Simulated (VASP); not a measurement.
Calculation: PW91 GGA, VASP's PBE PAW potentials (set 64) (plane waves; VASP).

VASP input:

### POSCAR
```
InSb
1.0
  0.0000000000   3.2400000000   3.2400000000
  3.2400000000   0.0000000000   3.2400000000
  3.2400000000   3.2400000000   0.0000000000
In Sb
1 1
direct
  0.0000000000   0.0000000000   0.0000000000
  0.2500000000   0.2500000000   0.2500000000
```

**KPOINTS**
```
K-points
0
Gamma
 6 6 6
```

INCAR:
```
SYSTEM = InSb
PREC = Accurate; ENCUT = 520; LREAL = .FALSE.
LASPH = .TRUE.
EDIFF = 1E-6; NELM = 100; ALGO = Normal
LMAXMIX = 4
ISMEAR = 0; SIGMA = 0.05
GGA = 91
IBRION = 2; NSW = 60; ISIF = 3
EDIFFG = -0.01
LWAVE = .FALSE.; LCHARG = .FALSE.
```

POTCAR, in this order: In_d Sb (PBE.64 set). Program: vasp_std.

What will the output report for the number of irreducible k-points (NKPTS), largest plane-wave count, number of space-group operations, FFT grid (NGX, NGY, NGZ)?

The number of irreducible k-points (NKPTS) comes out as 16, the largest plane-wave count is 1853 and the number of space-group operations is 24. The FFT grid (NGX, NGY, NGZ) comes out as 36 × 36 × 36.

The compound is InSb in the zinc blende structure. This run relaxes it. Symmetry was kept, so distortions that lower it aren't found.
